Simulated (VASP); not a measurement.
Mg$_{2}$Si (antifluorite), at 0.96 of the tabulated volume:

```yaml
crystal:
  lattice:
    - [0.00000, 3.13209, 3.13209]
    - [3.13209, 0.00000, 3.13209]
    - [3.13209, 3.13209, 0.00000]
  atoms:
    - { symbol: Mg, position: [0.25000, 0.25000, 0.25000] }
    - { symbol: Mg, position: [0.75000, 0.75000, 0.75000] }
    - { symbol: Si, position: [0.00000, 0.00000, 0.00000] }
```

The lowest empty band near X, direction along the valley's axis, from mBJ (TB09) with spin-orbit coupling in VASP (PAW); its two spin partners are averaged. The gap over the points computed is 0.54 eV, and the next band on that side lies 0.29 eV away at the edge.

Settings: 400 eV cut-off, 7×7×7 Γ-centred mesh, Gaussian smearing of 0.050 eV, potentials Mg Si.

| distance from the edge in k (1/Å) | distance in energy (meV) |
|---|---|
| 0.025 | 4.1 |
| 0.035 | 8.0 |
| 0.050 | 16.3 |
| 0.070 | 32.0 |

Fit E(1 + αE) = ħ²k²/2m* (ħ²/2m0 = 3.810 eV Å²) and predict the row at 0.095 1/Å.

The rows don't resolve α, so a parabola serves: the electron mass is m* = 0.584 m0, and so 58.9 meV. The run gave 58.9 meV, -0.0 meV from the fit.

Left out are points under 3 meV from the edge, since the levels carry 0.1 meV, and points farther than half the way to the next band.

The compound is Mg2Si in the antifluorite structure. The cell was not relaxed at this level.
